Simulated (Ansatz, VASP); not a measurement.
# ZnCdSO in two plane-wave programs, part 2 of 2

One calculation is typed for both programs; each brings its own data sets and cutoff. How far apart do they land? The cell is invented: As first built, before any earlier steps moved the atoms (in the runner's words): it takes the ZnCdSeS structure with some of its atoms replaced by other elements, volume scaled by an estimate. It may not be a known or stable phase. The cell is taken from a series of VASP runs on this material, whose earlier steps may have relaxed, scaled or displaced it; both programs get it as it stands.

VASP 6.6.1 and Ansatz 0.2.0.

So far: Starting point; VASP: band structure, HSE06.

## Step 3: Ansatz: band structure, HSE06

Level of this step: Ansatz beside VASP: Kohn-Sham DFT, plane waves, HSE06 (Ansatz).

Ansatz runs on its default PAW (the set named soft_2) files.

The same cell, functional, mesh and smearing now go to Ansatz, which takes its cutoff from its data sets.

Input file input.yaml:

```yaml
crystal:
  lattice:
    - [3.7355713009, 0.0, 0.0]
    - [-1.8677856505, 3.2350998977, 0.0]
    - [0.0, 0.0, 5.9552773176]
  atoms:
    - { symbol: Cd, position: [0.0, 0.0, 0.4654295487] }
    - { symbol: Zn, position: [0.33333333, 0.66666667, 0.0314759406] }
    - { symbol: S, position: [0.0, 0.0, 0.8949359676] }
    - { symbol: O, position: [0.33333333, 0.66666667, 0.3601585432] }
hamiltonian:
  xc: { exchange: pbe, correlation: pbe, exx: { coeff: 0.25, omega: 0.2 } }
  pseudopotentials: { kind: paw }
kpoints:
  mp_grid: { grid: [4, 4, 3] }
  band_path:
    path:
      - [0.0, 0.0, 0.0]
      - [0.4, 0.0, 0.0]
      - [0.4, 0.2, 0.0]
      - [0.2, 0.2, 0.0]
      - [0.0, 0.0, 0.1]
      - [0.0, 0.0, 0.5]
      - [0.4, 0.0, 0.5]
      - [0.4, 0.2, 0.5]
      - [0.2, 0.2, 0.5]
      - [0.5, 0.0, 0.4]
      - [0.33333, 0.33333, 0.0]
      - [0.33333, 0.33333, 0.5]
    npoints: 1
scf:
  occupations: { method: gaussian, width: 0.05 }
  n_extra_bands: 8
output:
  forces: true
  stress: true
  eigenvalues: true
  write_density: true
  write_potential: true
  elf: true
  volumetric_format: npy
```

Command:

```
> ansatz run input.yaml --threads 4 --pin off --max-ram 9216MiB --backend cpu --events-out ev --progress --plain --runs-dir out
```

Numbers of over 12 decimals in the logs are rounded to 6 here.

Log:

```text
Warning: output.stress: scf.convergence.dr2_threshold = 1e-7 eV (the SCF's general default) is looser than the 4e-10 eV advised for a printed stress (1e-10 eV for each atom of the cell: 4). What an SCF threshold leaves in a stress goes as its square root, and in the free energy as the threshold itself, and one threshold admits the most on a small cell: [figures from the program's tests cut] Set scf.convergence.dr2_threshold to 4e-10 eV or tighter. The threshold is an SCF's pass mark: one that does not reach it within its budget of iterations ends unconverged, or closes short of it on a stop that the run arms, and scf.convergence.dr2_threshold's page says what that costs each kind of run
Warning: output.stress: scf.exx.energy_threshold = 1e-6 eV is looser than the 4e-8 eV advised for a stress under a hybrid functional (1e-8 eV for each atom of the cell: 4). Every SCF of the exchange loop can meet its threshold on dr2 while the loop round them stops early: no threshold on dr2 bounds what that leaves in the stress. Set scf.exx.energy_threshold to 4e-8 eV or tighter. The threshold is the loop's pass mark: a loop that does not reach it within its budget of cycles ends unconverged, and scf.exx.energy_threshold's page has the law
scf.n_extra_bands = 8 over 22 filled bands (N_el = 44.0): the run solves 30 bands
Engine: ansatz 0.2.0, aarch64-unknown-linux-gnu
Pseudopotentials: kind: paw
Pseudopotential: Cd, paw, valence charge 20, recommended cutoff 420 eV (normal), Cd.paw.azcp
Pseudopotential: Zn, paw, valence charge 12, recommended cutoff 420 eV (normal), Zn.paw.azcp
Pseudopotential: S, paw, valence charge 6, recommended cutoff 420 eV (normal), S.paw.azcp
Pseudopotential: O, paw, valence charge 6, recommended cutoff 420 eV (normal), O.paw.azcp
Functional definition: unnamed
  parameter a_1 = 0.25
  parameter omega_1 = 0.2/angstrom
  exchange = pbe_x + (-a_1)*pbe_x_sr(omega_1) + a_1*exact_x_sr(omega_1)
  correlation = pbe_c
Crystal: 4 atoms, lattice volume = 71.969 Å³
Basis set: ecut = 420 eV, 1411 PW (Γ), exchange–correlation on 50×50×80 points (8 copies of the dense FFT grid, shifted against one another)
Bands: 30, of which v1, the nominal top of the filled ones, is band 22 counted from 1 (21 counted from 0)
Symmetry: 6 space group operations
Space group: P3m1 (ITA 156), of the structure as read, at distance tolerance 4.2e-5 Å
k-points: 9 of 48 (time reversal used)
Non-local potential: Cd, projectors of the file, l = 0: 3, l = 1: 2, l = 2: 2, l = 3: 1
Non-local potential: Zn, projectors of the file, l = 0: 2, l = 1: 2, l = 2: 3, l = 3: 1
Non-local potential: S, projectors of the file, l = 0: 2, l = 1: 2, l = 2: 2
Non-local potential: O, projectors of the file, l = 0: 2, l = 1: 2, l = 2: 1
PAW form: soft (Blöchl's): semilocal exchange-correlation on the pseudo side does not see the compensation charge
PAW frozen core: Cd, regenerated for the run's functional, and the local potential with it (the file was generated under x = pbe(κ = 0.804, μ = 0.219515), c = pbe(β = 0.066725))
PAW frozen core: Zn, regenerated for the run's functional, and the local potential with it (the file was generated under x = pbe(κ = 0.804, μ = 0.219515), c = pbe(β = 0.066725))
PAW frozen core: S, regenerated for the run's functional, and the local potential with it (the file was generated under x = pbe(κ = 0.804, μ = 0.219515), c = pbe(β = 0.066725))
PAW frozen core: O, regenerated for the run's functional, and the local potential with it (the file was generated under x = pbe(κ = 0.804, μ = 0.219515), c = pbe(β = 0.066725))
PAW one-centre angular grid: Cd, 590 points (default); XC on 64 Gauss nodes
PAW one-centre angular grid: Zn, 590 points (default); XC on 64 Gauss nodes
PAW one-centre angular grid: S, 110 points (default); XC on 64 Gauss nodes
PAW one-centre angular grid: O, 110 points (default); XC on 96 Gauss nodes
Initial density: superposition of atomic densities (neutral atoms: chi_scale 0, normalization atom), corrected by the library's trained network
Initial wavefunctions: pseudopotential atomic-orbital guess
Functional: x = pbe(κ = 0.804, μ = 0.219515), c = pbe(β = 0.066725), warm-up for x = pbe(κ = 0.804, μ = 0.219515) + 0.25 (exact − pbe) at short range (hse, ω = 0.2 Å⁻¹), c = pbe(β = 0.066725)
SCF iter   1: F=—  HF=-13044.215151 eV  |F-HF|=—  |Δ(HF+E_count)|=         —  Δρ=2.63e-3  dr2=5.13e-3  ethr=1.77e-3  ⟨swp⟩=12.1  Hψ=1364  notcnv=0
preconditioner: auto → none  [insulator: Δε(μ)=0.271 eV  Ē_g=13.259 eV  σ=0.050 eV  W_gap=1.00  n_scr=22 (ndim 8)  ℏωp=26.3 eV  f_vac=0.091  D(μ)=0.00/eV (n_scr^D=0)]
SCF iter   2: F=—  HF=-13044.214102 eV  |F-HF|=—  |Δ(HF+E_count)|=   1.05e-3  Δρ=1.84e-3  dr2=1.73e-3  ethr=1.17e-5  ⟨swp⟩=4.2  Hψ=813  notcnv=0
SCF iter   3: F=—  HF=-13044.213643 eV  |F-HF|=—  |Δ(HF+E_count)|=   4.59e-4  Δρ=5.96e-4  dr2=2.21e-4  ethr=3.94e-6  ⟨swp⟩=4.0  Hψ=589  notcnv=0
SCF iter   4: F=—  HF=-13044.213674 eV  |F-HF|=—  |Δ(HF+E_count)|=   3.13e-5  Δρ=2.94e-4  dr2=4.32e-5  ethr=5.03e-7  ⟨swp⟩=3.0  Hψ=527  notcnv=0
iter 5 solved again at ethr=9.49e-9 eV; its pass at ethr=9.81e-8 eV (dr2=4.17e-6 eV) is discarded
SCF iter   5: F=-13044.213698 eV  HF=-13044.213694 eV  |F-HF|=4.33e-6  |Δ(HF+E_count)|=   2.00e-5  Δρ=9.51e-5  dr2=4.24e-6  ethr=9.49e-9  ⟨swp⟩=2.8  Hψ=1019  notcnv=0
[...]
Frozen-core exchange: fock
SCF iter   1: F=—  HF=-13048.376359 eV  |F-HF|=—  |Δ(HF+E_count)|=         —  Δρ=1.79e-2  dr2=1.50e-1  ethr=9.65e-8  ⟨swp⟩=9.4  Hψ=1516  notcnv=0
preconditioner: auto → none  [insulator: Δε(μ)=1.356 eV  Ē_g=15.812 eV  σ=0.050 eV  W_gap=1.00  n_scr=22 (ndim 8)  ℏωp=26.3 eV  f_vac=0.091  D(μ)=0.00/eV (n_scr^D=0)]
SCF iter   2: F=—  HF=-13048.340305 eV  |F-HF|=—  |Δ(HF+E_count)|=   3.61e-2  Δρ=6.61e-3  dr2=3.76e-2  ethr=9.65e-8  ⟨swp⟩=5.3  Hψ=1163  notcnv=0
SCF iter   3: F=—  HF=-13048.329434 eV  |F-HF|=—  |Δ(HF+E_count)|=   1.09e-2  Δρ=3.06e-3  dr2=7.48e-3  ethr=9.65e-8  ⟨swp⟩=5.0  Hψ=1067  notcnv=0
SCF iter   4: F=—  HF=-13048.348834 eV  |F-HF|=—  |Δ(HF+E_count)|=   1.94e-2  Δρ=3.22e-3  dr2=3.92e-3  ethr=9.65e-8  ⟨swp⟩=5.0  Hψ=1071  notcnv=0
SCF iter   5: F=—  HF=-13048.347677 eV  |F-HF|=—  |Δ(HF+E_count)|=   1.16e-3  Δρ=5.61e-4  dr2=1.55e-4  ethr=9.65e-8  ⟨swp⟩=4.2  Hψ=830  notcnv=0
SCF iter   6: F=—  HF=-13048.347950 eV  |F-HF|=—  |Δ(HF+E_count)|=   2.73e-4  Δρ=3.54e-4  dr2=7.58e-5  ethr=9.65e-8  ⟨swp⟩=4.1  Hψ=659  notcnv=0
SCF iter   7: F=-13048.347927 eV  HF=-13048.347931 eV  |F-HF|=3.35e-6  |Δ(HF+E_count)|=   1.88e-5  Δρ=4.95e-5  dr2=2.12e-6  ethr=9.65e-8  ⟨swp⟩=3.0  Hψ=580  notcnv=0
SCF 2 stopped early in 7 iterations: F = -13048.347927 eV  dr2 = 2.12e-6
  Residual-converged pass: ⟨swp⟩=4.0  Hψ=722  notcnv=0  max |occ|·‖R‖ = 6.4e-6 eV (tolerance 6.7e-6 eV)  dr2=2.17e-6  dr2_onsite=1.77e-7  max |Δocc| = 2.7e-91
  greatest PAW one-centre occupation: 1.001 electrons in one spin orbital (limit 2), on the Cd atom at site 0 (counted from 0), in its partial waves of l = 1
hybrid outer 1: dexx = +2.149e-2 eV, tail = 7.52e-5 eV
Exchange kernel: α = 0.2500, screened, ω = 0.2000 Å⁻¹, Wigner–Seitz truncation, v(0) = 1104.2646 eV·Å³, q-mesh 4×4×3, nearest image of the exchange supercell L = 14.94 Å, pair-density grid 18×18×30, without the augmentation charges, whose exchange is taken in its separable form by FFT convolution over the k-point mesh (sized by the pseudopotential files, 24×24×40 at the most), smooth part of the exact exchange by density-matrix convolution
Frozen-core exchange: fock
SCF iter   1: F=—  HF=-13048.347341 eV  |F-HF|=—  |Δ(HF+E_count)|=         —  Δρ=1.17e-4  dr2=5.87e-6  ethr=8.54e-7  ⟨swp⟩=5.7  Hψ=647  notcnv=0
preconditioner: auto → none  [insulator: Δε(μ)=1.400 eV  Ē_g=15.622 eV  σ=0.050 eV  W_gap=1.00  n_scr=22 (ndim 8)  ℏωp=26.3 eV  f_vac=0.099  D(μ)=0.00/eV (n_scr^D=0)]
SCF iter   2: F=—  HF=-13048.347340 eV  |F-HF|=—  |Δ(HF+E_count)|=   9.63e-7  Δρ=3.00e-5  dr2=6.02e-7  ethr=1.20e-8  ⟨swp⟩=4.0  Hψ=659  notcnv=0
SCF iter   3: F=—  HF=-13048.347342 eV  |F-HF|=—  |Δ(HF+E_count)|=   1.41e-6  Δρ=2.49e-5  dr2=3.29e-7  ethr=9.17e-10  ⟨swp⟩=4.2  Hψ=674  notcnv=0  defer=1
SCF iter   4: F=—  HF=-13048.347342 eV  |F-HF|=—  |Δ(HF+E_count)|=   7.88e-8  Δρ=5.68e-6  dr2=2.09e-8  ethr=7.08e-10  ⟨swp⟩=3.0  Hψ=500  notcnv=0
SCF iter   5: F=—  HF=-13048.347342 eV  |F-HF|=—  |Δ(HF+E_count)|=   3.90e-8  Δρ=4.20e-6  dr2=1.30e-8  ethr=2.94e-11  ⟨swp⟩=4.3  Hψ=753  notcnv=0  defer=3
SCF iter   6: F=-13048.347342 eV  HF=-13048.347342 eV  |F-HF|=3.57e-10  |Δ(HF+E_count)|=   3.36e-9  Δρ=7.41e-7  dr2=3.48e-10  ethr=2.71e-11  ⟨swp⟩=3.1  Hψ=532  notcnv=0  defer=1
SCF 3 converged in 6 iterations: F = -13048.347342 eV  dr2 = 3.48e-10
  Residual-converged pass: ⟨swp⟩=3.0  Hψ=643  notcnv=0  max |occ|·‖R‖ = 2.8e-7 eV (tolerance 3.3e-7 eV)  dr2=3.61e-10  dr2_onsite=2.10e-10  max |Δocc| = 4.6e-95
hybrid outer 2: dexx = +1.605e-6 eV, tail = 4.26e-8 eV, Δε = 4.66e-3 eV (about 1.32e-4 eV left of the loop's levels), ΔF = 7.47e-3 eV/Å (tail 9.93e-4)
NSCF: frozen V_eff on 12 k-points
hybrid SCF converged: 2 outer / 13 inner (+5 warm-up), last move |dexx| = 1.60e-6 eV, tail = 4.26e-8 eV
Stability not checked: this state was not tested for a lower state beside it, because the functional holds exact exchange (a hybrid, or Hartree-Fock), whose exchange loop this test does not read (fock_operator; see scf.lower_state_search)
Free energy (F): -13048.347342 eV
Frozen-core exchange: fock
Harris-Foulkes:  -13048.347342 eV  (|F-HF|=3.57e-10)
Internal energy: -13048.347342 eV  (E = F + TS)
E sigma→0 (E₀):  -13048.347342 eV
Fermi energy:    7.346094 eV
--- Per-component energies (eV) ---
  E_band       = -563.392075
  E_kinetic    = 919.095306
  E_local      = -6156.305205  (includes V_loc(G=0)·N_el)
  E_nonlocal   = 730.961993
  E_hartree    = 2748.952450
  E_xc         = -385.800579
  E_vxc        = -360.925121  (∫ρ·V_xc dr)
  E_exx        = -161.528413  (= α·E_x^exact, valence–valence)
  E_paw        = -6617.357834  (= ΣΔE_a)
  E_vpaw       = -871.071020  (= ΣTr[D̂ρ^β])
  E_aug_tail   = 0.002001  (compensation charges beyond the density's cutoff)
  E_ewald      = -4126.287303
  E_core_change = -0.079756  (= ΣΔE_core)
  E_smearing   = -0.000000  (= −TS)
  E_closure    = -0.000002  (closes the sum)
  Σ components = -13048.347342   (vs F -13048.347342, Δ=-1.82e-12)
--- Forces (eV/Å), atoms counted from 1 ---
  atom   1  Cd     0.00000000    -0.00000000    -0.01361899
  atom   2  Zn     0.00000000     0.00000000     0.08057327
  atom   3  S     -0.00000000    -0.00000000    -0.14366527
  atom   4  O     -0.00000000    -0.00000000     0.07660162
  max |Σ_I F_I| component: 1.09e-4 eV/Å
--- Stress (GPa, compression-positive) ---
        0.633719      -0.000000       0.000000
       -0.000000       0.633719       0.000000
        0.000000       0.000000       0.104141
  P = ⅓ Tr σ = 0.4572 GPa (4.572 kbar)
--- Band table (eV; the first three rows and the last of 9) ---
  k-point 0: bands = [... 18 lower, 5.1694, 6.0327, 6.6455, 6.6455, 8.0455, 11.8585, 15.3874, 15.3874, ... 4 higher]
  k-point 1: bands = [... 18 lower, 5.2490, 5.2490, 6.5728, 6.5728, 9.7411, 11.8394, 14.1316, 15.3801, ... 4 higher]
  k-point 2: bands = [... 18 lower, 4.3896, 4.5976, 5.6463, 6.0976, 9.9591, 12.9880, 14.5203, 15.5513, ... 4 higher]
  k-point 8: bands = [... 18 lower, 3.5319, 4.3593, 4.5531, 5.4373, 12.1063, 13.3252, 14.3996, 14.9808, ... 4 higher]
```

Run time: 35 s. Hardware: 4 threads of Arm Neoverse V2, shared host; peak memory 1.2 GiB; 2.1 min of CPU time.

In the SCF lines HF is the Harris–Foulkes energy and dr2 the Hartree energy of the density residual, in eV; the loop may stop once dr2 is under the threshold and the program's other checks hold. Hψ counts applications of the Hamiltonian.

## Step 4: Side by side

Known differences besides the potentials themselves: exact exchange at q = 0 is treated differently, which shows on coarse meshes; VASP keeps PBE cores, Ansatz makes them for the functional; the data sets hold 44 valence electrons in Ansatz (default PAW (the set named soft_2) files) and 36 in VASP; the cutoff is 420 eV in Ansatz and 520 eV in VASP; VASP takes a coarser grid for exact exchange (PRECFOCK = Fast). Total energies have different zeros and are not compared.

Compared:

| quantity | Ansatz | VASP | difference |
| --- | --- | --- | --- |
| gap over the path points (eV) | 1.400 | 1.397 | +0.003 |

Forces (eV/Å; atoms numbered as in POSCAR):

| atom | Ansatz x, y, z | VASP x, y, z |
| --- | --- | --- |
| Cd1 | 0.000, 0.000, -0.014 | 0.000, 0.000, 0.027 |
| Zn2 | 0.000, 0.000, 0.081 | 0.000, 0.000, 0.004 |
| S3 | 0.000, 0.000, -0.144 | 0.000, 0.000, -0.128 |
| O4 | 0.000, 0.000, 0.077 | 0.000, 0.000, 0.097 |

Levels at points of the path, from each program's valence-band top (eV; 4 filled, then empty):

| k (reciprocal lattice) | Ansatz | VASP |
| --- | --- | --- |
| 0.000 0.000 0.000 | -1.48 -0.61 0.00 0.00 1.40 5.21 8.74 | -1.47 -0.60 0.00 0.00 1.40 5.20 8.74 |
| 0.400 0.000 0.000 | -3.20 -2.51 -1.57 -0.93 4.83 5.86 6.88 | -3.21 -2.51 -1.57 -0.93 4.83 5.84 6.88 |
| 0.400 0.200 0.000 | -3.48 -2.80 -2.00 -1.77 5.97 6.57 7.45 | -3.48 -2.80 -2.00 -1.77 5.98 6.57 7.44 |
| 0.200 0.200 0.000 | -3.30 -2.54 -1.41 -1.21 4.46 7.30 7.63 | -3.30 -2.54 -1.41 -1.20 4.46 7.29 7.62 |
| 0.000 0.000 0.100 | -1.47 -0.83 -0.01 -0.01 1.65 5.21 8.74 | -1.46 -0.82 -0.01 -0.01 1.65 5.20 8.73 |
| 0.000 0.000 0.500 | -1.37 -1.37 -0.10 -0.10 3.80 5.10 6.79 | -1.36 -1.36 -0.10 -0.10 3.80 5.08 6.78 |
| 0.400 0.000 0.500 | -2.22 -2.22 -1.29 -1.23 4.77 5.63 7.24 | -2.22 -2.22 -1.29 -1.24 4.77 5.62 7.23 |
| 0.400 0.200 0.500 | -3.04 -2.44 -2.00 -1.04 5.42 6.84 7.46 | -3.04 -2.45 -1.99 -1.04 5.42 6.83 7.47 |
| 0.200 0.200 0.500 | -2.51 -2.04 -1.66 -1.28 5.12 6.75 7.66 | -2.51 -2.04 -1.66 -1.27 5.13 6.75 7.65 |
| 0.500 0.000 0.400 | -2.35 -2.32 -1.30 -1.25 4.74 5.53 7.07 | -2.35 -2.31 -1.30 -1.25 4.73 5.52 7.07 |

The forces differ by 26 meV/Å r.m.s., which is 55.6 % of the r.m.s. force of 0.05 eV/Å (both taken over all components). Among the levels compared at these points, filled levels agree within 10 meV and empty ones within 18 meV.

## Step 5: Further runs

Further runs change the set-up of one program: Ansatz's method, potentials or start, or VASP's data sets, cutoff or form of LDA. The table gives Ansatz less VASP for each quantity, since a change that brings one quantity closer may part another.

| run | r.m.s. force difference (meV/Å) | gap over the path points (eV) |
| --- | --- | --- |
| as above | 26 | 0.0034 |
| cores kept as stored | 25 | 0.0031 |

## Step 6: What came out

| Quantity | Value |
| --- | --- |
| r.m.s. force difference (band structure, HSE06) | 26 meV/Å |

In words: The r.m.s. force difference is 26 meV/Å (band structure, HSE06), beyond the 12 meV/Å picked in this series as the mark of a large difference. For band structure, HSE06, no further run moves any of the tabulated differences by more than a quarter of its size. 2 further runs of this series are not shown here. Such differences can come from data sets, numerical settings and the points named under the comparisons, not from the functional's error against experiment.

[Lines on the potential files, build, host, timing and source positions are cut from VASP's logs without a mark.]

[Logs are printed without paths, hosts, clocks, repeated set-up lines and the standing remarks that a program may print on its own settings, such as how far it seeks lower states.]

[Hosts, paths, dates, database ids (printed as entryN), source tags and the programs' standing remarks are cut or masked in the printed files.]
